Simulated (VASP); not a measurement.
InSb: energy against strain

InSb (zinc blende, F-43m, 34.620 Å³/atom at rest, cube axes along x, y and z) under a strain ε along a cube axis (axis z), the other axes held. PBEsol in VASP (plane waves, PAW), 480 eV, 8×8×8 Γ-centred mesh, Methfessel-Paxton smearing 0.10 eV; ions are relaxed within the symmetry of each cell.

Here s stands for strain and y for E less E0.

| strain (%) | E less E0 (meV/atom) |
|---|---|
| -3.00 | ? |
| -1.50 | 1.72 |
| -1.00 | 0.81 |
| -0.50 | 0.24 |
| 0.00 | 0.00 |
| 0.50 | 0.09 |
| 1.00 | 0.49 |
| 1.50 | 1.22 |

Fit y of the 7 rows that show it with a parabola. Least squares gives y = 0.000 - 0.1636·s + 0.6529·s². Residuals (row less fit): 0.006, -0.006, -0.005, 0.000, 0.009, 0.001, -0.004; standard error 0.007 (degrees of freedom: 4). Twice the quadratic coefficient over the volume, 2 × 0.6529 meV × 10⁴ × 0.1602 / 34.620 Å³, is the elastic constant C11 = 60 ± 0.3 GPa.

**Question.** Estimate the missing y (s = -3.00); what did the run itself give?

**Answer.** y = 0.000 - 0.1636 × (-3.0) + 0.6529 × (-3.0)² = 6.367 meV/atom. The calculation gives 6.49 meV/atom, 0.123 meV/atom above the prediction (1.9 % of the range of y in the table). The row lies outside the fitted rows, so this is an extrapolation. From the scatter of the fitted rows alone, a prediction at this place has a standard error of 0.026 meV/atom, so the miss is 4.7 times that.

One order more, fitted to all 13 runs of the series, follows each within 0.01, so the miss is the next term of a smooth law. This level leaves no gap over 0.05 eV at strain -1.00, -0.50, 0.00, 0.50, 1.00, 1.50, where the mesh may be coarse. Rows are the converged runs of the series near zero and its far end; series whose fitted rows scatter by over a few per cent of the range, as at a crossing or softening among them, aren't shown in this form. Most that stay on the fit to the last digits aren't either.
